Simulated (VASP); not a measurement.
Level of theory: PW91 GGA, VASP's PBE PAW potentials (set 64) (plane waves; VASP).

Input for VASP

KPOINTS:
```
Automatic mesh
0
Gamma
5 5 5
0 0 0
```

File POSCAR:
```
BaZrO3
1
    4.3174912961     0.0000000000     0.0000000000
    0.0000000000     4.3174912961     0.0000000000
    0.0000000000     0.0000000000     4.3174912961
Ba Zr O
1 1 3
Direct
  0.0000000000   0.0000000000   0.0000000000
  0.5000000000   0.5000000000   0.5000000000
  0.5000000000   0.0000000000   0.5000000000
  0.0000000000   0.5000000000   0.5000000000
  0.5000000000   0.5000000000   0.0000000000
```

### INCAR
```
! general
SYSTEM =BaZrO3
PREC   =Accurate
ENCUT  =520
LREAL  =F
LASPH  =T

! electronic loop
EDIFF  =1E-7   ! SCF stop (eV)
NELM   =100   ! most electronic steps
ALGO   =Normal
LMAXMIX=4

! smearing
ISMEAR =0   ! Gaussian
SIGMA  =0.05

! functional
GGA    =91   ! PW91

! ions
ISIF   =2

! output
LWAVE  =F
LCHARG =F
```

POTCAR, in this order: Ba_sv Zr_sv O (PBE.64 set). Program: vasp_std.

What VASP printed:

File OUTCAR:
```
 ion  position               nearest neighbor table
   1  0.000  0.000  0.000-   3 3.05   4 3.05   5 3.05   3 3.05   4 3.05   4 3.05   5 3.05   4 3.05
                             3 3.05   5 3.05   3 3.05   5 3.05   2 3.74   2 3.74   2 3.74   2 3.74
   2  0.500  0.500  0.500-   3 2.16   4 2.16   5 2.16   5 2.16   3 2.16   4 2.16   1 3.74   1 3.74
                             1 3.74   1 3.74   1 3.74   1 3.74   1 3.74   1 3.74
   3  0.500  0.000  0.500-   2 2.16   2 2.16   1 3.05   1 3.05   1 3.05   1 3.05
   4  0.000  0.500  0.500-   2 2.16   2 2.16   1 3.05   1 3.05   1 3.05   1 3.05
   5  0.500  0.500  0.000-   2 2.16   2 2.16   1 3.05   1 3.05   1 3.05   1 3.05
  LATTYP: Found a simple cubic cell.
 ALAT       =     4.3174912961
 Subroutine PRICEL returns:
 Original cell was already a primitive cell.
 Subroutine GETGRP returns: Found 48 space group operations
The static configuration has the point symmetry O_h .
The dynamic configuration has the point symmetry O_h .
 Subroutine INISYM returns: Found 48 space group operations
 Subroutine IBZKPT returns following result:
 Found     10 irreducible k-points:

 Following reciprocal coordinates:
            Coordinates               Weight
  0.000000  0.000000  0.000000      1.000000
  0.200000  0.000000  0.000000      6.000000
  0.400000  0.000000  0.000000      6.000000
  0.200000  0.200000  0.000000     12.000000
  0.400000  0.200000  0.000000     24.000000
  0.400000  0.400000  0.000000     12.000000
  0.200000  0.200000  0.200000      8.000000
  0.400000  0.200000  0.200000     24.000000
  0.400000  0.400000  0.200000     24.000000
  0.400000  0.400000  0.400000      8.000000
   k-points           NKPTS =     10   k-points in BZ     NKDIM =     10   number of bands    NBANDS=     24
   number of dos      NEDOS =    301   number of ions     NIONS =      5
   total plane-waves  NPLWV =  32768
   dimension x,y,z NGX =    32 NGY =   32 NGZ =   32
   dimension x,y,z NGXF=    64 NGYF=   64 NGZF=   64
   ions per type =               1   1   3
   PREC   = accura    normal or accurate (medium, high low for compatibility)
   ISTART =      0    job   : 0-new  1-cont  2-samecut
   ICHARG =      2    charge: 1-file 2-atom 10-const
...
```

OSZICAR:
```
       N       E                     dE             d eps       ncg     rms          rms(c)
DAV:   1     0.322995029226E+03    0.32300E+03   -0.21816E+04   480   0.161E+03
DAV:   2    -0.292785034676E+02   -0.35227E+03   -0.34605E+03   624   0.387E+02
DAV:   3    -0.497519701603E+02   -0.20473E+02   -0.20457E+02   824   0.920E+01
DAV:   4    -0.500878812762E+02   -0.33591E+00   -0.33588E+00   632   0.105E+01
DAV:   5    -0.501003635714E+02   -0.12482E-01   -0.12482E-01   704   0.137E+00    0.258E+01
DAV:   6    -0.420964201027E+02    0.80039E+01   -0.53199E+01   600   0.442E+01    0.115E+01
DAV:   7    -0.419731379055E+02    0.12328E+00   -0.42749E+00   712   0.116E+01    0.659E+00
DAV:   8    -0.419317571468E+02    0.41381E-01   -0.43303E-01   648   0.524E+00    0.671E-01
DAV:   9    -0.419323950174E+02   -0.63787E-03   -0.52619E-02   744   0.138E+00    0.542E-01
DAV:  10    -0.419345420563E+02   -0.21470E-02   -0.18862E-02   696   0.119E+00    0.304E-01
DAV:  11    -0.419339444331E+02    0.59762E-03   -0.33712E-03   640   0.490E-01    0.393E-02
DAV:  12    -0.419340005669E+02   -0.56134E-04   -0.19608E-04   640   0.105E-01    0.292E-02
DAV:  13    -0.419339964643E+02    0.41026E-05   -0.36632E-05   760   0.401E-02    0.505E-03
DAV:  14    -0.419339972859E+02   -0.82161E-06   -0.27972E-06   648   0.136E-02    0.233E-03
DAV:  15    -0.419339971820E+02    0.10387E-06   -0.25281E-07   544   0.411E-03    0.668E-04
DAV:  16    -0.419339971903E+02   -0.83010E-08   -0.51422E-08   448   0.174E-03
   1 F= -.41933997E+02 E0= -.41933997E+02  d E =-.101499E-24
```

**OUTCAR**
```
------------------------ aborting loop because EDIFF is reached ----------------------------------------
  FORCE on cell =-STRESS in cart. coord.  units (eV):
  Direction    XX          YY          ZZ          XY          YZ          ZX
  --------------------------------------------------------------------------------------
  Total       -3.9103748     -3.9103748     -3.9103748     -0.0000000     -0.0000000     -0.0000000
  in kB      -77.8456874    -77.8456874    -77.8456874     -0.0000000     -0.0000000     -0.0000000
  external PRESSURE =     -77.8456874 kB  Pullay stress =       0.0000000 kB
  volume of cell :       80.48
      direct lattice vectors                 reciprocal lattice vectors
     4.317491296  0.000000000  0.000000000     0.231615985  0.000000000  0.000000000
     0.000000000  4.317491296  0.000000000     0.000000000  0.231615985  0.000000000
     0.000000000  0.000000000  4.317491296     0.000000000  0.000000000  0.231615985
 POSITION                                       TOTAL-FORCE (eV/Angst)
 -----------------------------------------------------------------------------------
      0.00000      0.00000      0.00000         0.000000      0.000000      0.000000
      2.15875      2.15875      2.15875         0.000000      0.000000      0.000000
      2.15875      0.00000      2.15875         0.000000      0.000000      0.000000
      0.00000      2.15875      2.15875         0.000000      0.000000      0.000000
      2.15875      2.15875      0.00000         0.000000      0.000000      0.000000
 -----------------------------------------------------------------------------------
    total drift:                                0.000000     -0.000000     -0.000000
  FREE ENERGIE OF THE ION-ELECTRON SYSTEM (eV)
  ---------------------------------------------------
  free  energy   TOTEN  =       -41.9339971903 eV

  energy  without entropy=      -41.9339971903  energy(sigma->0) =      -41.93399719
```
(Selected blocks of OUTCAR.)

The compound is BaZrO3 in the cubic perovskite structure. This cell is one point of a volume scan, at 1.06 of the reference volume.
